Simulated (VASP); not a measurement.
Consider the following.

```
AsB
1.0
    0.00000     2.38880     2.38880
    2.38880     0.00000     2.38880
    2.38880     2.38880     0.00000
B As
1 1
Direct
  0.00000   0.00000   0.00000
  0.25000   0.25000   0.25000
```

Computed with PBEsol GGA, VASP's PBE PAW potentials (set 64) (plane waves; VASP). Run with 520 eV cut-off, 11×11×11 Γ-centred mesh, tetrahedra with Blöchl corrections, potentials B As.

Task: What does the run give for the energy per atom (σ→0)?

Result: 
```
Property                        Value
---------------------  --------------
energy per atom (σ→0)  -6.102 eV/atom
```

The compound is BAs in the zinc blende structure. It was relaxed first.
